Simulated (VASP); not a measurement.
Computed with MS2 meta-GGA, VASP's PBE PAW potentials (set 64) (plane waves; VASP 6.6.1).

VASP input:

### KPOINTS
```
Automatic mesh
0
G
20 20 20
0 0 0
```

### KPOINTS_OPT
```
k-points along high-symmetry lines
10
Line-mode
Reciprocal
  0.000000   0.000000   0.000000 ! GAMMA
  0.500000   0.000000   0.500000 ! X

  0.500000   0.000000   0.500000 ! X
  0.625000   0.250000   0.625000 ! U

  0.375000   0.375000   0.750000 ! K
  0.000000   0.000000   0.000000 ! GAMMA

  0.000000   0.000000   0.000000 ! GAMMA
  0.500000   0.500000   0.500000 ! L

  0.500000   0.500000   0.500000 ! L
  0.500000   0.250000   0.750000 ! W

  0.500000   0.250000   0.750000 ! W
  0.500000   0.000000   0.500000 ! X
```

### INCAR
```
SYSTEM = Ni
PREC = Accurate
ENCUT = 520
EDIFF = 1E-7
NELM = 100
ALGO = Normal
LREAL = .FALSE.
LASPH = .TRUE.
ISMEAR = -5
METAGGA = MS2
LMIXTAU = .TRUE.
LMAXMIX = 4
ISPIN = 2
MAGMOM = 0.8
LORBIT = 11
LWAVE = .FALSE.
LCHARG = .FALSE.
NEDOS = 601
ISIF = 2
```

POSCAR:
```
Ni
1.0
  0.0000000000   1.7308869594   1.7308869594
  1.7308869594   0.0000000000   1.7308869594
  1.7308869594   1.7308869594   0.0000000000
Ni
1
Direct
  0.0000000000   0.0000000000   0.0000000000
```

POTCAR, in this order: Ni (PBE.64 set). Program: vasp_std.

Q: What will the output report for the number of irreducible k-points (NKPTS), largest plane-wave count, number of space-group operations, FFT grid (NGX, NGY, NGZ)?

A: 
The number of irreducible k-points (NKPTS) is 256, the largest plane-wave count is 295 and the number of space-group operations is 48. The FFT grid (NGX, NGY, NGZ) is 18 × 18 × 18.

The compound is Ni in the fcc structure. It was relaxed first.
